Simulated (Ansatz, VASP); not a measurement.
## B3C in VASP and in Ansatz

```
CELL_PARAMETERS angstrom
3.38612 0.00000 0.00000
0.00000 3.38612 0.00000
0.00000 0.00000 3.38612
ATOMIC_POSITIONS crystal
B 0.50000 0.00000 0.00000
B 0.00000 0.50000 0.00000
B 0.00000 0.00000 0.50000
C 0.50000 0.50000 0.50000
```

Alike in both runs: task relaxation of cell and atoms; functional PBE; k mesh 6 × 6 × 6; occupations gaussian, width 0.1 eV; no spin polarisation.

|  | VASP | Ansatz |
| --- | --- | --- |
| version | VASP 6.6.1 | Ansatz 0.2.0 |
| potentials or method | VASP PAW PBE potentials, release 64 (B, C) | scalar-relativistic, plane waves, PAW |
| plane-wave cutoff (eV) | 600 | 420 |
| valence electrons in the cell | 13 | 13 |

```csv
,VASP,Ansatz,Ansatz less VASP
"gap on the k mesh at the Fermi level, each at its own relaxed structure (eV)",none,none,-
relaxed volume (Å³/atom),6.14,6.13,-0.005
relaxed cell length with the largest relative difference (Å),2.906,2.906,-0.0008
energy change over the relaxation (meV/atom),-630,-628,+2.5
```

A gap of «none» marks a metal or a gap that the smearing closes.

Caveats: the volume moved by over 15 % at a fixed basis, so the end points are rough (VASP).
